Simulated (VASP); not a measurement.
Consider the following.

```xyz
1
Lattice="-1.5779 1.5779 1.5779 1.5779 -1.5779 1.5779 1.5779 1.5779 -1.5779" Properties=species:S:1:pos:R:3 pbc="T T T"
Mo     0.0000     0.0000     0.0000
```

These are r2SCAN meta-GGA, VASP's PBE PAW potentials (set 64) (plane waves; VASP) values and carry that method's errors. Numerical set-up: 520 eV cut-off, 18×18×18 Γ-centred mesh, tetrahedra with Blöchl corrections, potentials Mo_sv.

Problem. Tabulate the total density of states (states/eV per cell) against energy (eV; zero at the valence-band maximum or, without a gap, the Fermi level).

Solution. 
| E (eV) | DOS (states/eV) |
|---|---|
| -9.98 | 0.00 |
| -9.38 | 0.00 |
| -8.90 | 0.00 |
| -8.30 | 0.00 |
| -7.70 | 0.00 |
| -7.22 | 0.04 |
| -6.62 | 0.07 |
| -6.02 | 0.11 |
| -5.54 | 0.33 |
| -4.94 | 1.04 |
| -4.34 | 1.49 |
| -3.86 | 0.91 |
| -3.26 | 1.78 |
| -2.66 | 1.05 |
| -2.18 | 0.99 |
| -1.58 | 1.50 |
| -0.98 | 0.52 |
| -0.50 | 0.48 |
| 0.10 | 0.57 |
| 0.70 | 0.94 |
| 1.18 | 1.25 |
| 1.78 | 1.34 |
| 2.38 | 1.55 |
| 2.86 | 1.23 |
| 3.46 | 0.76 |
Within 2 eV below the Fermi level the largest weight inside VASP's projection spheres is Mo d.

The compound is Mo in the bcc structure. It was relaxed first.
